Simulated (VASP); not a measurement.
Data:

```yaml
crystal:
  lattice:
    - [4.02863, 0.00000, 0.00000]
    - [0.00000, 4.42160, 0.00000]
    - [0.00000, 0.00000, 11.47470]
  atoms:
    - { symbol: Sn, position: [0.25000, 0.37782, 0.62213] }
    - { symbol: Sn, position: [0.25000, 0.12218, 0.12213] }
    - { symbol: Sn, position: [0.75000, 0.62218, 0.37787] }
    - { symbol: Sn, position: [0.75000, 0.87782, 0.87787] }
    - { symbol: S, position: [0.25000, 0.01844, 0.34960] }
    - { symbol: S, position: [0.25000, 0.48156, 0.84960] }
    - { symbol: S, position: [0.75000, 0.98156, 0.65040] }
    - { symbol: S, position: [0.75000, 0.51844, 0.15040] }
```

These are PBE GGA, VASP's PBE PAW potentials (set 64) (plane waves; VASP 6.6.1) values and carry that method's errors. Numerical set-up: 400 eV cut-off, 13×11×5 Γ-centred mesh, Gaussian smearing of 0.010 eV, potentials Sn_d S.

**Question.** What does the run give for the energy per atom (σ→0)?

**Answer.** 
```json
{
  "energy per atom (σ→0)": "-4.432 eV/atom"
}
```

Total energies compare only between runs with the same potentials, cut-off and functional.

The compound is SnS in the sg62 structure. It was relaxed first, which changed the volume by +6 %.
